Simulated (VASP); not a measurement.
# LiSb2Rh (R-3m) in VASP: further runs

The runs below take LiSb2Rh through single point, relaxation of cell and atoms, with PBE.

Program: VASP 6.6.1. These are calculated values, not measurements. Logs are shortened: lines on timing, memory, paths and dates and some standing lists are left out, and cuts for length are marked.

## (1) Starting point

It takes space group R-3m (No. 166, trigonal). The conventional cell has a = 4.350 Å, b = 4.350 Å, c = 15.446 Å, α = 90.00°, β = 90.00°, γ = 120.00°. Rh (site symmetry -3m) has 6 Sb at 2.72 Å as nearest neighbours. Li (site symmetry -3m) is surrounded by 6 Sb at 2.94 Å. Around Sb (site symmetry 3m) lie 3 Rh at 2.72 Å and 3 Li at 2.94 Å.

The cell was built by a generator and needn't be a form met in nature.

## (2) Single point, PBE

The input, INCAR:

```
PREC = Accurate
ENCUT = 520
EDIFF = 1E-6
ISMEAR = -1
SIGMA = 0.1
LREAL = False
LASPH = True
NELM = 100
ALGO = Normal
ISIF = 2
LWAVE = False
LCHARG = False
GGA = PE
NBANDS = 22
```

The input, KPOINTS:

```
regular mesh
0
Gamma
  7 7 7
```

The input, POSCAR:

```
LiSb2Rh
1.0
    4.3500117733      0.0000003293      0.0000001205
   -2.1750061719      3.7672205378      0.0000000431
   -2.1750061243      1.2557399283      5.1487319535
Rh Li Sb
1 1 2
Direct
    0.0000000000      0.0000000000      0.0000000000
    0.5000000000      0.5000000000      0.5000000000
    0.2658405203      0.7341594797      0.7975215610
    0.7341594797      0.2658405203      0.2024784390
```

Potentials or basis: VASP PAW PBE potentials, release 64 (Rh_pv, Li_sv, Sb).

Launch:

```console
$ cat potpaw_PBE.64/Rh_pv/POTCAR potpaw_PBE.64/Li_sv/POTCAR potpaw_PBE.64/Sb/POTCAR > POTCAR
$ mpirun -np 1 vasp_std > vasp.out
```

OUTCAR:

```text
PREC = Accurate
   ENCUT = 520
   EDIFF = 1E-6
   ISMEAR = -1
   LREAL = False
   LASPH = True
   NELM = 100
   ISIF = 2
   GGA = PE

 ion  position               nearest neighbor table
   1  0.000  0.000  0.000-   3 2.72   4 2.72   3 2.72   4 2.72   4 2.72   3 2.72
   2  0.500  0.500  0.500-   4 2.94   3 2.94   3 2.94   4 2.94   3 2.94   4 2.94
   3  0.266  0.734  0.798-   1 2.72   1 2.72   1 2.72   2 2.94   2 2.94   2 2.94   4 3.26   4 3.26
                             4 3.26
   4  0.734  0.266  0.202-   1 2.72   1 2.72   1 2.72   2 2.94   2 2.94   2 2.94   3 3.26   3 3.26
                             3 3.26

  LATTYP: Found a trigonal (rhomboedric) cell.
 ALAT       =     5.7286102274
 COS(alpha) =     0.7116949026

  Lattice vectors:

 A1 = (   0.0000000476,  -2.5114806095,   5.1487319104)
 A2 = (   2.1750056490,   1.2557402576,   5.1487320740)
 A3 = (  -2.1750061243,   1.2557399283,   5.1487319535)

Analysis of symmetry for initial positions (statically):
=====================================================================
 Subroutine PRICEL returns:
 Original cell was already a primitive cell.

 Routine SETGRP: Setting up the symmetry group for a
 trigonal (rhombohedral) supercell.

 Subroutine GETGRP returns: Found 12 space group operations
 (whereof 12 operations were pure point group operations)
 out of a pool of 12 trial point group operations.

The static configuration has the point symmetry D_3d.

Analysis of symmetry for dynamics (positions and initial velocities):
=====================================================================
 Subroutine PRICEL returns:
 Original cell was already a primitive cell.

 Routine SETGRP: Setting up the symmetry group for a
 trigonal (rhombohedral) supercell.

 Subroutine GETGRP returns: Found 12 space group operations
 (whereof 12 operations were pure point group operations)
 out of a pool of 12 trial point group operations.

The dynamic configuration has the point symmetry D_3d.

 Subroutine INISYM returns: Found 12 space group operations
 (whereof 12 operations are pure point group operations),
 and found     1 'primitive' translations

----------------------------------------------------------------------------------------

                                     Primitive cell

  volume of cell :      84.3746

  direct lattice vectors                    reciprocal lattice vectors
     4.350011773  0.000000329  0.000000121     0.229884423  0.132723856  0.064740869
    -2.175006172  3.767220538  0.000000043    -0.000000018  0.265447683 -0.064740852
    -2.175006124  1.255739928  5.148731953    -0.000000005 -0.000000005  0.194222578

  length of vectors
     4.350011773  4.350011773  5.728610227     0.273228568  0.273228568  0.194222578

  position of ions in fractional coordinates (direct lattice)
     0.000000000  0.000000000  0.000000000
     0.500000000  0.500000000  0.500000000
     0.265840520  0.734159480  0.797521561
     0.734159480  0.265840520  0.202478439

  ion indices of the primitive-cell ions
   primitive index   ion index
                 1           1
                 2           2
                 3           3
                 4           4

----------------------------------------------------------------------------------------

 KPOINTS: regular mesh

Automatic generation of k-mesh.
 Grid dimensions read from file:
 generate k-points for:    7    7    7

 Generating k-lattice:

  Cartesian coordinates                     Fractional coordinates (reciprocal lattice)
     0.032840632  0.018960551  0.009248696     0.142857143  0.000000000  0.000000000
    -0.000000003  0.037921098 -0.009248693     0.000000000  0.142857143  0.000000000
    -0.000000001 -0.000000001  0.027746083     0.000000000 -0.000000000  0.142857143

  Length of vectors
     0.039032653  0.039032653  0.027746083

  Shift w.r.t. Gamma in fractional coordinates (k-lattice)
     0.000000000  0.000000000  0.000000000

 Subroutine IBZKPT returns following result:
 ===========================================

 Found     44 irreducible k-points:

 Following reciprocal coordinates:
            Coordinates               Weight
  0.000000  0.000000  0.000000      1.000000
  0.142857 -0.000000 -0.000000      6.000000
  0.285714  0.000000  0.000000      6.000000
  0.428571  0.000000  0.000000      6.000000
  0.142857  0.142857 -0.000000      6.000000
  0.285714  0.142857  0.000000     12.000000
[... 16 lines left out ...]
  0.142857  0.285714  0.142857     12.000000
  0.285714  0.285714  0.142857     12.000000
 [... further k-points ...]
   k-points           NKPTS =     44   k-points in BZ     NKDIM =     44   number of bands    NBANDS=     22
   number of dos      NEDOS =    301   number of ions     NIONS =      4
   total plane-waves  NPLWV =  49152
   dimension x,y,z NGX =    32 NGY =   32 NGZ =   48
   dimension x,y,z NGXF=    64 NGYF=   64 NGZF=   96
   ions per type =               1   1   2
   NGX,Y,Z   is equivalent  to a cutoff of  12.23, 12.23, 13.93 a.u.
   NGXF,Y,Z  is equivalent  to a cutoff of  24.46, 24.46, 27.86 a.u.
 SYSTEM =  unknown system
   PREC   = accura    normal or accurate (medium, high low for compatibility)
   ISTART =      0    job   : 0-new  1-cont  2-samecut
   ICHARG =      2    charge: 1-file 2-atom 10-const
   ISPIN  =      1    spin polarized calculation?
   LNONCOLLINEAR =      F non collinear calculations
   LSORBIT =      F    spin-orbit coupling
   LASPH  =      T    aspherical Exc in radial PAW
   ENCUT  =  520.0 eV  38.22 Ry    6.18 a.u.   8.09  8.09 10.65*2*pi/ulx,y,z
   NELM   =    100;   NELMIN=  2; NELMDL= -5     # of ELM steps
   EDIFF  = 0.1E-05   stopping-criterion for ELM
   LREAL  =      F    real-space projection
   EDIFFG = 0.1E-04   stopping-criterion for IOM
   NSW    =      0    number of steps for IOM
   IBRION =     -1    ionic relax: 0-MD 1-quasi-New 2-CG
   NFREE  =      0    steps in history (QN), initial steepest desc. (CG)
   ISIF   =      2    stress and relaxation
   ISYM   =      2    0-nonsym 1-usesym 2-fastsym
   POTIM  = 0.5000    time-step for ionic-motion
   TEBEG  =    0.0;   TEEND  =   0.0 temperature during run
   PSTRESS=    0.0 pullay stress
   NELECT =      28.0000    total number of electrons
   NUPDOWN=      -1.0000    fix difference up-down
   EMIN   =  10.00;   EMAX   =-10.00  energy-range for DOS
   EFERMI =   0.00;   METHOD = LEGACY
   ISMEAR =    -1;   SIGMA  =   0.10  broadening in eV -4-tet -1-fermi 0-gaus
   EFERMI_NEDOS =   21; number of points for ismear=-14 and -15
   IALGO  =     38    algorithm
   IMIX   =      4    mixing-type and parameters
     AMIX     =   0.40;   BMIX     =  1.00
     AMIX_MAG =   1.60;   BMIX_MAG =  1.00
  volume/ion in A,a.u.               =      21.09       142.35
  Fermi-wavevector in a.u.,A,eV,Ry     =   1.133418  2.141850 17.478550  1.284637
  Thomas-Fermi vector in A             =   2.270121
   LORBIT       =      0    0 simple, 1 ext, 2 COOP (PROOUT), +10 PAW based schemes
   GGA     = PE    functional components
   LHFCALC =     F    Hartree Fock is set to
   AEXX    =    0.0000 exact exchange contribution
   IVDW    =     0    specifies the selected vdW correction
   LEPSILON=     F    determine dielectric tensor
   LRPA    =     F    only Hartree local field effects (RPA)
 non-spin polarized calculation
  energy-cutoff  :      520.00
  volume of cell :       84.37
 maximum number of plane-waves:      2286
   NGX = 17   NGY = 17   NGZ = 21

 number of electron      28.0000007 magnetization

 Free energy of the ion-electron system (eV)
  ---------------------------------------------------
  ext. energy  EPLUGINS =         0.00000000
  ---------------------------------------------------
  free energy    TOTEN  =       -18.73042166 eV

  energy without entropy =      -18.67156051  energy(sigma->0) =      -18.70099108

 E-fermi :   7.3617     XC(G=0): -10.2149

 val. band max:        7.3527151464   @ k =   0.1429  -0.0000   0.2857
 cond. band min:       7.3749305970   @ k =   0.1429  -0.2857   0.2857
 fundamental gap:      0.0222154506
 Fermi energy:         7.3617213487

 k-point     1 :       0.0000    0.0000    0.0000
  band No.  band energies     occupation
      1     -39.7929      2.00000
      2     -38.5906      2.00000
      3     -38.5906      2.00000
      4     -38.3437      2.00000
      5      -4.3228      2.00000
      6      -0.1093      2.00000
[... 14 lines left out ...]
     21      12.9722      0.00000
     22      14.6376      0.00000

 k-point     2 :       0.1429   -0.0000   -0.0000
  band No.  band energies     occupation
      1     -39.7928      2.00000
      2     -38.5913      2.00000
      3     -38.5907      2.00000
      4     -38.3436      2.00000
      5      -4.1159      2.00000
      6      -0.3573      2.00000
[... 14 lines left out ...]
     21      14.0246      0.00000
     22      15.1644      0.00000

 k-point     3 :       0.2857    0.0000    0.0000
  band No.  band energies     occupation
      1     -39.7927      2.00000
      2     -38.5930      2.00000
      3     -38.5911      2.00000
      4     -38.3434      2.00000
      5      -3.5276      2.00000
      6      -0.9499      2.00000
[... 14 lines left out ...]
     21      13.8499      0.00000
     22      15.7004      0.00000

 k-point     4 :       0.4286    0.0000    0.0000
  band No.  band energies     occupation
      1     -39.7927      2.00000
      2     -38.5944      2.00000
      3     -38.5914      2.00000
      4     -38.3432      2.00000
      5      -2.6749      2.00000
      6      -1.7347      2.00000
[... 14 lines left out ...]
     21      15.8137      0.00000
     22      16.9214      0.00000

 k-point     5 :       0.1429    0.1429   -0.0000
  band No.  band energies     occupation
      1     -39.7928      2.00000
      2     -38.5924      2.00000
      3     -38.5911      2.00000
      4     -38.3435      2.00000
      5      -3.7409      2.00000
      6      -0.6839      2.00000
[... 417 lines left out ...]
 k-point    22 :      -0.2857   -0.0000    0.1429
  band No.  band energies     occupation
      1     -39.7927      2.00000
      2     -38.5930      2.00000
      3     -38.5911      2.00000
      4     -38.3434      2.00000
      5      -3.5528      2.00000
      6      -0.8540      2.00000
[... 14 lines left out ...]
     21      14.4942      0.00000
     22      15.1800      0.00000

 k-point    23 :       0.1429    0.2857    0.1429
  band No.  band energies     occupation
      1     -39.7927      2.00000
      2     -38.5937      2.00000
      3     -38.5917      2.00000
      4     -38.3433      2.00000
      5      -3.0333      2.00000
      6      -1.2426      2.00000
[... 14 lines left out ...]
     21      14.8391      0.00000
     22      15.5094      0.00000

 k-point    24 :       0.2857    0.2857    0.1429
  band No.  band energies     occupation
      1     -39.7927      2.00000
      2     -38.5937      2.00000
      3     -38.5927      2.00000
      4     -38.3432      2.00000
      5      -2.3432      2.00000
      6      -1.7186      2.00000
[... 14 lines left out ...]
     21      14.5311      0.00000
     22      15.2765      0.00000

 [... further k-points ...]
[... 5 lines left out ...]
  --------------------------------------------------------------------------------------
  -------------------------------------------------------------------------------------
  Total       -0.0932293     -0.0932293     -0.0394452      0.0000000     -0.0000000     -0.0000000
  in kB       -1.7703169     -1.7703169     -0.7490183      0.0000000     -0.0000000     -0.0000000
  external PRESSURE =      -1.4298840 kB  Pullay stress =       0.0000000 kB

 VOLUME and BASIS-vectors are now :
 -----------------------------------------------------------------------------
  energy-cutoff  :      520.00
  volume of cell :       84.37
      direct lattice vectors                 reciprocal lattice vectors
     4.350011773  0.000000329  0.000000121     0.229884423  0.132723856  0.064740869
    -2.175006172  3.767220538  0.000000043    -0.000000018  0.265447683 -0.064740852
    -2.175006124  1.255739928  5.148731953    -0.000000005 -0.000000005  0.194222578

 POSITION                                       TOTAL-FORCE (eV/Angst)
 -----------------------------------------------------------------------------------
      0.00000      0.00000      0.00000         0.000000     -0.000000     -0.000000
     -0.00000      2.51148      2.57437         0.000000     -0.000000     -0.000000
     -2.17501      3.76722      4.10622        -0.000000     -0.000000      0.007403
      2.17501      1.25574      1.04251         0.000000      0.000000     -0.007403
 -----------------------------------------------------------------------------------
    total drift:                                0.000000     -0.000000      0.000000

  FREE ENERGIE OF THE ION-ELECTRON SYSTEM (eV)
  ---------------------------------------------------
  free  energy   TOTEN  =       -18.7304216596 eV

  energy  without entropy=      -18.6715605100  energy(sigma->0) =      -18.70099108
```

Wall time 32 s (1 thread of Intel Xeon 6975P-C (Granite Rapids), shared host); peak memory 0.26 GiB.

What came out:

| Property | Result |
| --- | --- |
| Free energy | -18.7304 eV |
| Largest force | 0.007 eV/Å |
| Band gap on the k mesh | none (metal or under the smearing width) |

Forces in eV/Å, atoms in the order of the input:
```
Rh   0.000  0.000  0.000
Li   0.000  0.000  0.000
Sb   0.000  0.000  0.007
Sb   0.000  0.000 -0.007
```

Levels at points of the mesh, in eV from the Fermi level:
```tsv
k point	band 12	band 13	band 14	band 15	band 16	band 17
(0.00, 0.00, 0.00)	-0.05	0.82	0.88	0.88	2.38	2.38
```

Caveat: the cutoff is under 1.25 times the usual one of these potentials, so pressure, stress and relaxed cells hold a basis-set (Pulay) error. Spin-orbit coupling is left out, which matters for the levels of Sb.

(Continued in part 2 of 2.)
